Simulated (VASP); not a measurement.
Data:

```
CaS
1.0
    0.00000     2.85819     2.85819
    2.85819     0.00000     2.85819
    2.85819     2.85819     0.00000
Ca S
1 1
Direct
  0.00000   0.00000   0.00000
  0.50000   0.50000   0.50000
```

All values below come from PBE GGA, VASP's PBE PAW potentials (set 64) (plane waves; VASP 6.6.1). Settings: PREC = Normal, EDIFF = 1E-5, 400 eV cut-off, 9×9×9 Γ-centred mesh, Gaussian smearing of 0.050 eV, potentials Ca_sv S.

Task: Predict the energy per atom (σ→0).

Result: 
```
Property                        Value
---------------------  --------------
energy per atom (σ→0)  -5.182 eV/atom
```

The compound is CaS in the rock salt structure. It was relaxed first.
